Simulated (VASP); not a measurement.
A convergence study with VASP on Sr (fcc): one setting is varied, all else stays as given below, so the limit is that of these other settings.

```
Sr
1.0
    0.00000     3.04000     3.04000
    3.04000     0.00000     3.04000
    3.04000     3.04000     0.00000
Sr
1
Direct
  0.00000   0.00000   0.00000
```

All values below come from PBE GGA, VASP's PBE PAW potentials (set 64) (plane waves; VASP). The tightest run used: 550 eV cut-off, 20×20×20 Γ-centred mesh, tetrahedra with Blöchl corrections, potentials Sr_sv.

Task: The settings run are 3×3×3 mesh; 4×4×4 mesh; 5×5×5 mesh; 6×6×6 mesh; 7×7×7 mesh; 8×8×8 mesh; 9×9×9 mesh; 10×10×10 mesh; 11×11×11 mesh; 12×12×12 mesh; 13×13×13 mesh; 14×14×14 mesh; 15×15×15 mesh; 16×16×16 mesh; 17×17×17 mesh; 18×18×18 mesh; 19×19×19 mesh; 20×20×20 mesh. From which on does the energy per atom stay within 0.005 eV/atom of the tightest run?

Result: From 7×7×7 mesh on: it is off by 0.0013 there and by no more than 0.005 in any finer run, while 6×6×6 mesh is off by 0.0273.
```csv
setting,E (eV/atom),pressure (GPa),irreducible k-points,difference judged (eV/atom)
3×3×3 mesh,-1.5485,0.35,4,0.0870
4×4×4 mesh,-1.6692,-0.50,8,0.0337
5×5×5 mesh,-1.6511,-0.40,10,0.0156
6×6×6 mesh,-1.6082,-0.22,16,0.0273
7×7×7 mesh,-1.6342,-0.42,20,0.0013
8×8×8 mesh,-1.6394,-0.41,29,0.0039
9×9×9 mesh,-1.6338,-0.36,35,0.0017
10×10×10 mesh,-1.6331,-0.39,47,0.0024
11×11×11 mesh,-1.6369,-0.40,56,0.0015
12×12×12 mesh,-1.6346,-0.37,72,0.0009
13×13×13 mesh,-1.6339,-0.39,84,0.0016
14×14×14 mesh,-1.6361,-0.39,104,0.0006
15×15×15 mesh,-1.6359,-0.38,120,0.0004
16×16×16 mesh,-1.6350,-0.38,145,0.0005
17×17×17 mesh,-1.6357,-0.37,165,0.0003
18×18×18 mesh,-1.6357,-0.37,195,0.0002
19×19×19 mesh,-1.6354,-0.37,220,0.0001
20×20×20 mesh,-1.6355,-0.36,256,0.0000
```

Left out are rungs that failed or repeat a setting and relaxations that didn't move; long series are thinned to 24 rows.

The compound is Sr in the fcc structure. The cell was not relaxed at this level.
